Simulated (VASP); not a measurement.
Method: PBEsol GGA, VASP's PBE PAW potentials (set 64) (plane waves; VASP 6.6.1).

The input files of a VASP run:

KPOINTS:
```
k-points along high-symmetry lines
10
Line-mode
Reciprocal
  0.000000   0.000000   0.000000 ! GAMMA
 -0.000000   0.500000   0.000000 ! M

 -0.000000   0.500000   0.000000 ! M
 -0.333333   0.666667   0.000000 ! K

 -0.333333   0.666667   0.000000 ! K
  0.000000   0.000000   0.000000 ! GAMMA

  0.000000   0.000000   0.000000 ! GAMMA
  0.000000   0.000000   0.500000 ! A

  0.000000   0.000000   0.500000 ! A
 -0.000000   0.500000   0.500000 ! L

 -0.000000   0.500000   0.500000 ! L
 -0.333333   0.666667   0.500000 ! H

 -0.333333   0.666667   0.500000 ! H
  0.000000   0.000000   0.500000 ! A

 -0.000000   0.500000   0.500000 ! L
 -0.000000   0.500000   0.000000 ! M

 -0.333333   0.666667   0.500000 ! H
 -0.333333   0.666667   0.000000 ! K
```

INCAR:
```
SYSTEM  =  Co
PREC  =  Accurate; ENCUT  =  400; LREAL  =  .False.
LASPH  =  .True.; ICHARG  =  11
EDIFF  =  1E-7; NELM  =  100; ALGO  =  Normal
LMAXMIX  =  4
ISMEAR  =  0; SIGMA  =  0.05
GGA  =  PS
MAGMOM  =  1.6 1.6
ISPIN  =  2
LWAVE  =  .False.; LCHARG  =  .False.; LORBIT  =  11
```

File POSCAR:
```
Co
1
    1.2270483852    -2.1253103672     0.0000000000
    1.2270483852     2.1253103672     0.0000000000
    0.0000000000     0.0000000000     3.9582307857
Co
2
Direct
  0.3333330000   0.6666670000   0.2500000000
  0.6666670000   0.3333330000   0.7500000000
```

POTCAR, in this order: Co (PBE.64 set). Program: vasp_std. Read from the step before: CHGCAR.

What VASP printed:

File OSZICAR:
```
       N       E                     dE             d eps       ncg     rms          rms(c)
DAV:   1     0.664616340998E+02    0.66462E+02   -0.72080E+03  5512   0.136E+03
DAV:   2    -0.137877130666E+02   -0.80249E+02   -0.74146E+02  5421   0.234E+02
DAV:   3    -0.156344861748E+02   -0.18468E+01   -0.18132E+01  6702   0.485E+01
DAV:   4    -0.156673340507E+02   -0.32848E-01   -0.32842E-01  8175   0.484E+00
DAV:   5    -0.156674712592E+02   -0.13721E-03   -0.13721E-03  6780   0.341E-01
DAV:   6    -0.156674748082E+02   -0.35490E-05   -0.35497E-05  8243   0.360E-02
DAV:   7    -0.156674748256E+02   -0.17353E-07   -0.16264E-07  5520   0.290E-03
   1 F= -.15667475E+02 E0= -.15665733E+02  d E =-.348379E-02  mag=     3.1043
```

File OUTCAR:
```



 magnetization (x)

# of ion       s       p       d       tot
------------------------------------------
    1       -0.014  -0.042   1.671   1.615
    2       -0.014  -0.042   1.671   1.615
--------------------------------------------------
tot         -0.028  -0.084   3.342   3.230
```
(Selected blocks of OUTCAR.)

### OUTCAR
```
 val. band max:       10.6246148455   @ k =   0.0000   0.2778   0.5000

 cond. band min:      10.6541713816   @ k =   0.0000   0.0000   0.1111



 spin component 1

 k-point     1 :       0.0000    0.0000    0.0000
  band No.  band energies     occupation
      1       1.5252      1.00000
      2       5.4155      1.00000
      3       8.1515      1.00000
      4       8.1622      1.00000
      5       8.1622      1.00000
      6       8.5073      1.00000
      7       8.5073      1.00000
      8       8.8783      1.00000
      9       8.8783      1.00000
     10      10.0853      1.00000
     11      10.0853      1.00000
     12      10.6620      0.29588
     13      17.6283      0.00000
     14      33.1014      0.00000
     15      36.1346      0.00000

 k-point     2 :       0.0000    0.0556    0.0000
  band No.  band energies     occupation
      1       1.6378      1.00000
      2       5.4851      1.00000
      3       7.9980      1.00000
      4       8.2168      1.00000
      5       8.2993      1.00000
      6       8.4800      1.00000
      7       8.5559      1.00000
      8       8.8174      1.00000
      9       8.8427      1.00000
     10       9.5089      1.00000
     11      10.1010      1.00000
     12      11.3724      0.00000
     13      17.6445      0.00000
     14      32.3864      0.00000
     15      34.3604      0.00000

 k-point     3 :       0.0000    0.1111    0.0000
  band No.  band energies     occupation
      1       1.9705      1.00000
      2       5.6793      1.00000
      3       7.8086      1.00000
      4       8.3698      1.00000
      5       8.3774      1.00000
      6       8.4913      1.00000
      7       8.4975      1.00000
      8       8.6974      1.00000
      9       8.7459      1.00000
     10       9.0184      1.00000
     11      10.1410      1.00000
     12      12.4054      0.00000
     13      17.6977      0.00000
     14      30.1915      0.00000
...
```

The density is held fixed in this step, so its total energy and stress have no physical meaning.

The compound is Co in the hcp structure. It was relaxed first, which changed the volume by -7 %.
